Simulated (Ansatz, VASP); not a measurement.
# Cross-check of TaN between VASP and Ansatz, part 3 of 3

One calculation is typed for both programs; each brings its own data sets. How far apart do they land? The cell is taken from a series of runs on this material, whose earlier steps may have relaxed, scaled, displaced or heated it; both programs get it as it stands.

VASP 6.6.1 and Ansatz 0.2.0.

So far: Starting point; Ansatz: zone-centre phonons, LDA; VASP: zone-centre phonons, LDA.

## (3) VASP: zone-centre phonons, LDA (continued)

Level of this step: LDA; plane waves and PAW (N, Ta_pv) (VASP).

Numbers of over 12 decimals in the logs are rounded to 6 here.

OUTCAR, selected parts (step 3):

```text
ion  position               nearest neighbor table
   1  0.394  0.000  0.000-   6 2.02   4 2.12   4 2.12   5 2.12   5 2.12
   2  0.606  0.606  0.000-   6 2.02   5 2.12   5 2.12   4 2.12   4 2.12
   3  0.000  0.394  0.000-   6 2.02   5 2.12   5 2.12   4 2.12   4 2.12
   4  0.333  0.667  0.500-   1 2.12   1 2.12   3 2.12   3 2.12   2 2.12   2 2.12   5 2.95   5 2.95
                             5 2.95   6 3.28   6 3.28   6 3.28   6 3.28   6 3.28   6 3.28
   5  0.667  0.333  0.500-   3 2.12   3 2.12   1 2.12   1 2.12   2 2.12   2 2.12   4 2.95   4 2.95
                             4 2.95   6 3.28   6 3.28   6 3.28   6 3.28   6 3.28   6 3.28
   6  0.000  0.000  0.000-   2 2.02   3 2.02   1 2.02   4 3.28   5 3.28   4 3.28   5 3.28   4 3.28
                             4 3.28   5 3.28   5 3.28   5 3.28   5 3.28   4 3.28   4 3.28

  LATTYP: Found a hexagonal cell.
 ALAT       =     5.1105328898
 C/A-ratio  =     0.5595548172

 Subroutine GETGRP returns: Found 12 space group operations
 (whereof 12 operations were pure point group operations)

The static configuration has the point symmetry D_3h.

 Found     84 irreducible k-points:

   k-points           NKPTS =     84   k-points in BZ     NKDIM =     84   number of bands    NBANDS=     30

   dimension x,y,z NGX =    42 NGY =   42 NGZ =   24
   dimension x,y,z NGXF=    84 NGYF=   84 NGZF=   48

   ENCUT  =  600.0 eV  44.10 Ry    6.64 a.u.  10.21 10.21  5.71*2*pi/ulx,y,z

   NELECT =      48.0000    total number of electrons

 k-points in reciprocal lattice and weights: Automatic mesh
   0.00000000  0.00000000  0.00000000       0.001
   0.11111111  0.00000000  0.00000000       0.006
   0.22222222  0.00000000  0.00000000       0.006
   0.33333333  0.00000000  0.00000000       0.006
   0.44444444  0.00000000  0.00000000       0.006
   0.11111111  0.11111111  0.00000000       0.006
   0.22222222  0.11111111  0.00000000       0.012
   0.33333333  0.11111111  0.00000000       0.012
   0.44444444  0.11111111  0.00000000       0.006
[...]
-----------------------------------------------------------------------------------
    total drift:                               -0.000000     -0.000001      0.000000

 Eigenvectors and eigenvalues of the dynamical matrix
 ----------------------------------------------------

   1 f  =   22.496765 THz   141.351345 2PiTHz  750.411317 cm-1    93.039104 meV
             X         Y         Z           dx          dy          dz
      2.015456  0.000000  0.000000     0.000000   -0.577350    0.000000
      1.547539  2.680416  0.000000    -0.500000    0.288675   -0.000000
     -1.007728  1.745436  0.000000     0.500000    0.288675   -0.000000
     -0.000000  2.950568  1.429812     0.000000   -0.000000    0.000000
      2.555266  1.475284  1.429812    -0.000000   -0.000000    0.000000
      0.000000  0.000000  0.000000     0.000000    0.000000    0.000000

   2 f  =   20.623140 THz   129.579009 2PiTHz  687.913899 cm-1    85.290415 meV
             X         Y         Z           dx          dy          dz
      2.015456  0.000000  0.000000    -0.767511   -0.000006   -0.000000
      1.547539  2.680416  0.000000    -0.018877   -0.432205   -0.000000
     -1.007728  1.745436  0.000000    -0.018899    0.432231    0.000000
     -0.000000  2.950568  1.429812     0.019366   -0.027561    0.000000
      2.555266  1.475284  1.429812     0.019367    0.027560   -0.000000
      0.000000  0.000000  0.000000     0.185254   -0.000005    0.000000

   3 f  =   20.623140 THz   129.579009 2PiTHz  687.913899 cm-1    85.290415 meV
             X         Y         Z           dx          dy          dz
      2.015456  0.000000  0.000000    -0.000019    0.230653   -0.000000
      1.547539  2.680416  0.000000    -0.432218   -0.517981   -0.000000
     -1.007728  1.745436  0.000000     0.432217   -0.517959   -0.000000
     -0.000000  2.950568  1.429812     0.027561    0.019366    0.000000
      2.555266  1.475284  1.429812    -0.027560    0.019367    0.000000
      0.000000  0.000000  0.000000     0.000005    0.185254    0.000000

   4 f  =   19.511467 THz   122.594164 2PiTHz  650.832489 cm-1    80.692908 meV
             X         Y         Z           dx          dy          dz
      2.015456  0.000000  0.000000    -0.577350   -0.000000   -0.000000
      1.547539  2.680416  0.000000     0.288675    0.500000   -0.000000
     -1.007728  1.745436  0.000000     0.288675   -0.500000    0.000000
     -0.000000  2.950568  1.429812    -0.000000   -0.000000   -0.000000
      2.555266  1.475284  1.429812    -0.000000    0.000000    0.000000
      0.000000  0.000000  0.000000    -0.000000    0.000000   -0.000000

   5 f  =   19.381247 THz   121.775966 2PiTHz  646.488812 cm-1    80.154361 meV
             X         Y         Z           dx          dy          dz
      2.015456  0.000000  0.000000    -0.209537   -0.000017    0.000000
      1.547539  2.680416  0.000000    -0.625444    0.240120    0.000000
     -1.007728  1.745436  0.000000    -0.625455   -0.240135   -0.000000
     -0.000000  2.950568  1.429812     0.152331    0.028899   -0.000000
      2.555266  1.475284  1.429812     0.152332   -0.028893    0.000000
      0.000000  0.000000  0.000000     0.101581    0.000002    0.000000

   6 f  =   19.381247 THz   121.775966 2PiTHz  646.488812 cm-1    80.154361 meV
             X         Y         Z           dx          dy          dz
      2.015456  0.000000  0.000000    -0.000005    0.764087    0.000000
      1.547539  2.680416  0.000000    -0.240141    0.348179    0.000000
     -1.007728  1.745436  0.000000     0.240114    0.348169   -0.000000
     -0.000000  2.950568  1.429812     0.028899   -0.152331   -0.000000
      2.555266  1.475284  1.429812    -0.028893   -0.152332   -0.000000
      0.000000  0.000000  0.000000     0.000002   -0.101581   -0.000000

   7 f  =   19.074998 THz   119.851745 2PiTHz  636.273434 cm-1    78.887816 meV
             X         Y         Z           dx          dy          dz
      2.015456  0.000000  0.000000     0.000000    0.000000   -0.553674
      1.547539  2.680416  0.000000     0.000000    0.000000   -0.553674
     -1.007728  1.745436  0.000000     0.000000    0.000000   -0.553674
     -0.000000  2.950568  1.429812    -0.000000   -0.000000    0.193138
      2.555266  1.475284  1.429812    -0.000000   -0.000000    0.193138
      0.000000  0.000000  0.000000     0.000000    0.000000    0.075702

   8 f  =   18.535688 THz   116.463163 2PiTHz  618.284002 cm-1    76.657412 meV
             X         Y         Z           dx          dy          dz
      2.015456  0.000000  0.000000    -0.000000    0.000000   -0.712533
      1.547539  2.680416  0.000000    -0.000000    0.000000    0.701553
     -1.007728  1.745436  0.000000    -0.000000   -0.000000    0.010980
     -0.000000  2.950568  1.429812    -0.000000    0.000000    0.000000
      2.555266  1.475284  1.429812     0.000000    0.000000   -0.000000
      0.000000  0.000000  0.000000    -0.000000    0.000000    0.000000

   9 f  =   18.535688 THz   116.463163 2PiTHz  618.284002 cm-1    76.657412 meV
             X         Y         Z           dx          dy          dz
      2.015456  0.000000  0.000000    -0.000000   -0.000000    0.398703
      1.547539  2.680416  0.000000     0.000000    0.000000    0.417720
     -1.007728  1.745436  0.000000     0.000000   -0.000000   -0.816423
     -0.000000  2.950568  1.429812    -0.000000   -0.000000   -0.000000
      2.555266  1.475284  1.429812    -0.000000    0.000000    0.000000
      0.000000  0.000000  0.000000    -0.000000   -0.000000   -0.000000

  10 f  =    7.307217 THz    45.912601 2PiTHz  243.742535 cm-1    30.220209 meV
             X         Y         Z           dx          dy          dz
      2.015456  0.000000  0.000000    -0.000000    0.027293   -0.000000
      1.547539  2.680416  0.000000    -0.012901    0.004948   -0.000000
     -1.007728  1.745436  0.000000     0.012901    0.004948    0.000000
     -0.000000  2.950568  1.429812    -0.692876   -0.083723   -0.000000
      2.555266  1.475284  1.429812     0.692873   -0.083748    0.000000
      0.000000  0.000000  0.000000     0.000003    0.157159   -0.000000

  11 f  =    7.307217 THz    45.912601 2PiTHz  243.742535 cm-1    30.220209 meV
             X         Y         Z           dx          dy          dz
      2.015456  0.000000  0.000000    -0.002500   -0.000000    0.000000
      1.547539  2.680416  0.000000     0.019845   -0.012901    0.000000
     -1.007728  1.745436  0.000000     0.019845    0.012901   -0.000000
     -0.000000  2.950568  1.429812    -0.083723    0.692876   -0.000000
      2.555266  1.475284  1.429812    -0.083748   -0.692873    0.000000
      0.000000  0.000000  0.000000     0.157159   -0.000003   -0.000000

  12 f  =    6.083712 THz    38.225093 2PiTHz  202.930805 cm-1    25.160202 meV
             X         Y         Z           dx          dy          dz
      2.015456  0.000000  0.000000    -0.000000   -0.000000    0.000000
      1.547539  2.680416  0.000000     0.000000    0.000000   -0.000000
     -1.007728  1.745436  0.000000    -0.000000    0.000000   -0.000000
     -0.000000  2.950568  1.429812     0.000000   -0.000000    0.707107
      2.555266  1.475284  1.429812     0.000000   -0.000000   -0.707107
      0.000000  0.000000  0.000000    -0.000000    0.000000   -0.000000

  13 f  =    5.936834 THz    37.302226 2PiTHz  198.031454 cm-1    24.552760 meV
             X         Y         Z           dx          dy          dz
      2.015456  0.000000  0.000000    -0.098676    0.000009   -0.000000
      1.547539  2.680416  0.000000     0.028124   -0.073221   -0.000000
     -1.007728  1.745436  0.000000     0.028143    0.073206   -0.000000
     -0.000000  2.950568  1.429812     0.400121    0.135441   -0.000000
      2.555266  1.475284  1.429812     0.400157   -0.135335    0.000000
      0.000000  0.000000  0.000000    -0.788085   -0.000104    0.000000
    [... 43 further lines ...]
      2.555266  1.475284  1.429812     0.544520    0.113116   -0.000000
      0.000000  0.000000  0.000000     0.544782    0.113127   -0.000000

 ELASTIC MODULI CONTR FROM IONIC RELAXATION (kBar)
 Direction    XX          YY          ZZ          XY          YZ          ZX
 --------------------------------------------------------------------------------
 XX        -636.1237    231.6112     74.7117     -0.0000     -0.0000     -0.0000
 YY         231.6112   -636.1237     74.7117      0.0000      0.0000      0.0000
 ZZ          74.7117     74.7117    -27.5979      0.0000      0.0000      0.0000
 XY          -0.0000      0.0000      0.0000   -433.8700     -0.0000      0.0000
 YZ          -0.0000      0.0000      0.0000     -0.0000    -50.6168      0.0000
 ZX          -0.0000      0.0000      0.0000      0.0000      0.0000    -41.8857
 --------------------------------------------------------------------------------
```

## (4) Comparison

Known differences besides the potentials themselves: the two LDA forms differ slightly; the data sets hold 54 valence electrons in Ansatz (on its PAW soft_1 files) and 48 in VASP; the cutoff is 420 eV in Ansatz and 600 eV in VASP; VASP's log shows a relativistic correction to its local exchange, Ansatz's none. Total energies have different zeros and are not compared.

The two programs side by side:

```csv
quantity,Ansatz,VASP,difference
optical mode 1 (cm⁻¹),153.2,152.9,+0.21 %
optical mode 2 to 3 (cm⁻¹),197.6,198.0,-0.24 %
optical mode 4 (cm⁻¹),201.6,202.9,-0.64 %
optical mode 5 to 6 (cm⁻¹),242.9,243.7,-0.34 %
optical mode 7 to 8 (cm⁻¹),613.6,618.3,-0.75 %
optical mode 9 (cm⁻¹),632.8,636.3,-0.54 %
optical mode 10 to 11 (cm⁻¹),641.1,646.5,-0.84 %
optical mode 12 (cm⁻¹),645.0,650.8,-0.90 %
optical mode 13 to 14 (cm⁻¹),682.8,687.9,-0.75 %
optical mode 15 (cm⁻¹),745.5,750.4,-0.66 %
```

Modes are paired by rising frequency, not by their patterns, so a pair may set unlike modes beside each other; they are those without the splitting of longitudinal modes.

## (5) Outcome

```
r.m.s. difference of the optical zone-centre modes, each program's sorted by frequency (zone-centre phonons, LDA) : 3.9 cm⁻¹
difference in optical mode 12 (zone-centre phonons, LDA)                                                          : -0.9 %
```

The r.m.s. difference of the optical zone-centre modes, each program's sorted by frequency is 3.9 cm⁻¹ (zone-centre phonons, LDA). The data sets hold unlike numbers of valence electrons (54 in Ansatz and 48 in VASP), so part of the differences comes from the potentials. Among the rows given in per cent, the largest difference of the zone-centre phonons, LDA pair is in optical mode 12, -0.9 %. Such differences can come from data sets, numerical settings and the points named under the comparisons, not from the functional's error against experiment.

[Lines on the potential files, build, host, timing and source positions are cut from VASP's logs without a mark.]

[Logs are printed without paths, hosts, clocks, repeated set-up lines and the standing remarks that a program may print on its own settings, such as how far it seeks lower states.]

[Hosts, paths, dates, database ids (printed as entryN), source tags and the programs' standing remarks are cut or masked in the printed files.]
